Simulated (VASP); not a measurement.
Output of a VASP run:

### OUTCAR
```
 ion  position               nearest neighbor table
   1  0.500  0.500  0.500-   4 3.44   5 3.44   4 3.44   5 3.44   4 3.44   5 3.44   4 3.44   5 3.44
  LATTYP: Found a simple tetragonal cell.
 ALAT       =     4.0649700000
 C/A-ratio  =     1.8124094397
 Subroutine PRICEL returns:
 Original cell was already a primitive cell.
 Subroutine GETGRP returns: Found 16 space group operations
The static configuration has the point symmetry D_4h.
The dynamic configuration has the point symmetry D_4h.
 Subroutine INISYM returns: Found 16 space group operations
 Subroutine IBZKPT returns following result:
 Found     20 irreducible k-points:

 Following reciprocal coordinates:
            Coordinates               Weight
  0.000000  0.000000  0.000000      1.000000
  0.166667  0.000000  0.000000      4.000000
  0.333333  0.000000  0.000000      4.000000
  0.500000  0.000000  0.000000      2.000000
  0.166667  0.166667  0.000000      4.000000
  0.333333  0.166667  0.000000      8.000000
  0.500000  0.166667  0.000000      4.000000
  0.333333  0.333333  0.000000      4.000000
  0.500000  0.333333  0.000000      4.000000
  0.500000  0.500000  0.000000      1.000000
  0.000000  0.000000  0.333333      2.000000
  0.166667  0.000000  0.333333      8.000000
  0.333333  0.000000  0.333333      8.000000
  0.500000  0.000000  0.333333      4.000000
  0.166667  0.166667  0.333333      8.000000
  0.333333  0.166667  0.333333     16.000000
  0.500000  0.166667  0.333333      8.000000
  0.333333  0.333333  0.333333      8.000000
  0.500000  0.333333  0.333333      8.000000
  0.500000  0.500000  0.333333      2.000000
   k-points           NKPTS =     20   k-points in BZ     NKDIM =     20   number of bands    NBANDS=     30
   number of dos      NEDOS =    301   number of ions     NIONS =      6
   total plane-waves  NPLWV =  37632
   dimension x,y,z NGX =    28 NGY =   28 NGZ =   48
   dimension x,y,z NGXF=    56 NGYF=   56 NGZF=   96
   ions per type =               1   2   2   1
   PREC   = accura    normal or accurate (medium, high low for compatibility)
   ISTART =      0    job   : 0-new  1-cont  2-samecut
   ICHARG =      2    charge: 1-file 2-atom 10-const
   ISPIN  =      1    spin polarized calculation?
   LNONCOLLINEAR =      F non collinear calculations
   LSORBIT =      F    spin-orbit coupling
   INIWAV =      1    electr: 0-lowe 1-rand  2-diag
   ENCUT  =  400.0 eV  29.40 Ry    5.42 a.u.   6.63  6.63 12.01*2*pi/ulx,y,z
   NELM   =    100;   NELMIN=  2; NELMDL= -5     # of ELM steps
   EDIFF  = 0.1E-05   stopping-criterion for ELM
   LREAL  =      F    real-space projection
   NLSPLINE    = F    spline interpolate recip. space projectors
   LMAXMIX     =    4 max onsite mixed and CHGCAR
   VOSKOWN=      0    Vosko Wilk Nusair interpolation
   EDIFFG = 0.1E-04   stopping-criterion for IOM
   NSW    =      0    number of steps for IOM
   NBLOCK =      1;   KBLOCK =      1    inner block; outer block
   IBRION =     -1    ionic relax: 0-MD 1-quasi-New 2-CG
   NFREE  =      0    steps in history (QN), initial steepest desc. (CG)
   ISIF   =      2    stress and relaxation
   ISYM   =      2    0-nonsym 1-usesym 2-fastsym
   TEIN   =    0.0    initial temperature
   TEBEG  =    0.0;   TEEND  =   0.0 temperature during run
   SMASS  =  -3.00    Nose mass-parameter (am)
   PSTRESS=    0.0 pullay stress
   NELECT =      50.0000    total number of electrons
   EFERMI =   0.00;   METHOD = LEGACY
   ISMEAR =    -1;   SIGMA  =   0.10  broadening in eV -4-tet -1-fermi 0-gaus
   IALGO  =     38    algorithm
   LDIAG  =      T    sub-space diagonalisation (order eigenvalues)
   IMIX   =      4    mixing-type and parameters
     AMIX     =   0.40;   BMIX     =  1.00
     AMIX_MAG =   1.60;   BMIX_MAG =  1.00
     AMIN     =   0.10
   GGA     = PS    functional components
   VOSKOWN =     0    Vosko Wilk Nusair interpolation
   LHFCALC =     F    Hartree Fock is set to
   LHFONE  =     F    Hartree Fock one center treatment
...
```

### OSZICAR
```
       N       E                     dE             d eps       ncg     rms          rms(c)
DAV:   1     0.515702470317E+03    0.51570E+03   -0.20982E+04  1200   0.143E+03
DAV:   2     0.231112675850E+02   -0.49259E+03   -0.48130E+03  1308   0.441E+02
DAV:   3    -0.451002922331E+02   -0.68212E+02   -0.67047E+02  1962   0.151E+02
DAV:   4    -0.506382878141E+02   -0.55380E+01   -0.55046E+01  1708   0.366E+01
DAV:   5    -0.510015812859E+02   -0.36329E+00   -0.36297E+00  1710   0.794E+00    0.199E+01
DAV:   6    -0.457215586148E+02    0.52800E+01   -0.64953E+01  1654   0.539E+01    0.105E+01
DAV:   7    -0.444251497388E+02    0.12964E+01   -0.20633E+01  1682   0.286E+01    0.603E+00
DAV:   8    -0.441178953893E+02    0.30725E+00   -0.17776E+00  1582   0.891E+00    0.208E+00
DAV:   9    -0.441310665510E+02   -0.13171E-01   -0.51710E-01  1876   0.382E+00    0.150E+00
DAV:  10    -0.441083866852E+02    0.22680E-01   -0.21687E-01  1722   0.320E+00    0.422E-01
DAV:  11    -0.441087129328E+02   -0.32625E-03   -0.88507E-03  1574   0.619E-01    0.109E-01
DAV:  12    -0.441085947732E+02    0.11816E-03   -0.89077E-04  1760   0.175E-01    0.396E-02
DAV:  13    -0.441086067021E+02   -0.11929E-04   -0.29780E-04  1882   0.112E-01    0.198E-02
DAV:  14    -0.441086027708E+02    0.39313E-05   -0.49495E-05  1692   0.448E-02    0.442E-03
DAV:  15    -0.441086032875E+02   -0.51674E-06   -0.16624E-06  1056   0.810E-03
   1 F= -.44108603E+02 E0= -.44048386E+02  d E =-.120435E+00
```

File OUTCAR:
```
------------------------ aborting loop because EDIFF is reached ----------------------------------------
  FORCE on cell =-STRESS in cart. coord.  units (eV):
  Direction    XX          YY          ZZ          XY          YZ          ZX
  --------------------------------------------------------------------------------------
  Total       -4.0071735     -4.0071735     -3.0867348      0.0000000     -0.0000000     -0.0000000
  in kB      -52.7376023    -52.7376023    -40.6238936      0.0000000     -0.0000000     -0.0000000
  external PRESSURE =     -48.6996994 kB  Pullay stress =       0.0000000 kB
  volume of cell :      121.74
      direct lattice vectors                 reciprocal lattice vectors
     4.064970000  0.000000000  0.000000000     0.246004276  0.000000000  0.000000000
     0.000000000  4.064970000  0.000000000     0.000000000  0.246004276  0.000000000
     0.000000000  0.000000000  7.367390000     0.000000000  0.000000000  0.135733279
 POSITION                                       TOTAL-FORCE (eV/Angst)
 -----------------------------------------------------------------------------------
      2.03248      2.03248      3.68370         0.000000     -0.000000      0.000000
      0.00000      2.03248      0.00000         0.000000     -0.000000      0.000000
      2.03248      0.00000      0.00000         0.000000     -0.000000      0.000000
      0.00000      0.00000      1.79028         0.000000     -0.000000     -0.221879
      0.00000      0.00000      5.57711        -0.000000      0.000000      0.221879
      2.03248      2.03248      0.00000         0.000000     -0.000000      0.000000
 -----------------------------------------------------------------------------------
    total drift:                                0.000000      0.000000     -0.000000
  FREE ENERGIE OF THE ION-ELECTRON SYSTEM (eV)
  ---------------------------------------------------
  free  energy   TOTEN  =       -44.1086032875 eV

  energy  without entropy=      -43.9881686327  energy(sigma->0) =      -44.04838596
```
(Selected blocks of OUTCAR.)

### POSCAR
```
BaTi2As2O
1
    4.0649700000     0.0000000000     0.0000000000
    0.0000000000     4.0649700000     0.0000000000
    0.0000000000     0.0000000000     7.3673900000
Ba Ti As O
1 2 2 1
Direct
  0.5000000000   0.5000000000   0.5000000000
  0.0000000000   0.5000000000   0.0000000000
  0.5000000000   0.0000000000   0.0000000000
  0.0000000000   0.0000000000   0.2430000000
  0.0000000000   0.0000000000   0.7570000000
  0.5000000000   0.5000000000   0.0000000000
```

Q: Write an INCAR and KPOINTS that could have produced this output.

A: One answer among several that fit: the input of the run itself, PBEsol GGA, plane waves, VASP's PBE PAW potentials (set 64).

**KPOINTS**
```
Automatic mesh
0
Gamma
6 6 3
0 0 0
```

**INCAR**
```
# general
SYSTEM   =  BaTi2As2O
PREC     =  Accurate
ENCUT    =  400
LREAL    =  F
LASPH    =  T

# electronic loop
EDIFF    =  1E-6
NELM     =  100
ALGO     =  Normal
LMAXMIX  =  4

# smearing
ISMEAR   =  -1
SIGMA    =  0.1

# functional
GGA      =  PS

# ions
ISIF     =  2

# output
LWAVE    =  F
LCHARG   =  F
```

POTCAR, in this order: Ba_sv Ti_sv As O (PBE.64 set). Program: vasp_std.

At this cut-off the stress carries a Pulay error, which pulls relaxed volumes low.

The structure comes from a computed database's BaTi2As2O entry (P4/mmm); how it stands against other phases isn't given here. The cell was not relaxed at this level. The run is one of a series of settings (GGA = PS, POTCAR Ba_sv Ti_sv As O (PBE.64 set) against the base run), some of them coarse on purpose.
